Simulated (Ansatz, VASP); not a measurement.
**Two plane-wave programs on Y2Si3O**

```xyz
6
Lattice="5.9269 0.0000 0.0000 -2.9635 5.1329 0.0000 0.0000 0.0000 5.9004" Properties=species:S:1:pos:R:3 pbc="T T T"
Y     0.0000    0.0000    0.0000
Y     0.0000    0.0000    2.9502
Si    1.4171    2.6038    2.9502
Si    0.0000    5.0582    2.9502
Si   -1.4171    2.6038    2.9502
O     2.9635    1.7110    2.9502
```

Alike in both runs: functional PBE; k mesh 6 × 6 × 4; occupations gaussian, width 0.1 eV; no spin polarisation.

Ansatz relaxed the structure, and its values are those at the end. VASP's run is a single point on that final structure, the one shown.

|  | VASP | Ansatz |
| --- | --- | --- |
| version | VASP 6.6.1 | Ansatz 0.2.0 |
| potentials or method | VASP PAW PBE potentials, release 64 (Y_sv, Si, O) | scalar-relativistic, plane waves, PAW |
| plane-wave cutoff (eV) | 520 | 420 |
| valence electrons in the cell | 40 | 40 |

Ansatz gave:

| Item | Value |
| --- | --- |
| gap on the k mesh at the Fermi level (eV) | none |
| pressure (GPa) | 0.0 |
| rms of the force components (eV/Å) | 0.015 |

What did VASP give for the same quantities?

gap on the k mesh at the Fermi level (eV): none; pressure (GPa): 0.0; rms of the force components (eV/Å): 0.021.

A gap of «none» marks a metal or a gap that the smearing closes. The functional is the same, so the differences come from potentials, cutoffs and numerics.
